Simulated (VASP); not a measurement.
TaZr3C4 (ordered alloy cell): computed properties

All values below come from PBEsol GGA, VASP's PBE PAW potentials (set 64) (plane waves; VASP 6.6.1).

```
Quantity                                                                               Result
----------------------------------  ---------------------------------------------------------
space group                                                                         Cmmm (65)
cell                                a = 6.529 Å, b = 9.201 Å, c = 3.257 Å, α = β = γ = 90.00°
volume per atom                                                                 12.23 Å³/atom
band gap (over mesh and band path)                   none (metal, semimetal or under 0.01 eV)
density                                                                            8.53 g/cm³
```

```
TaZr3C4
1.0
   -0.00507     4.61136     4.60053
    4.61136    -0.00507     4.60053
    2.30315     2.30315     0.00000
Zr C Ta
3 4 1
Direct
  0.00000   0.00000   0.00000
  0.00000   0.50000   0.00000
  0.50000   0.00000   0.00000
  0.25529   0.25529   0.48941
  0.25963   0.74037   0.50000
  0.74037   0.25963   0.50000
  0.74471   0.74471   0.51059
  0.50000   0.50000   0.00000
```

Unless said otherwise, spin-orbit coupling is left out, though it shifts the bands of the heavy elements here.

The structure was generated: TaZr3C4 was put into an ordered model structure (Cmmm), which need not be its known phase. It was relaxed first. Symmetry was kept, so distortions that lower it aren't found. The electron count is odd and the run is not spin-polarised, which forces a metal.
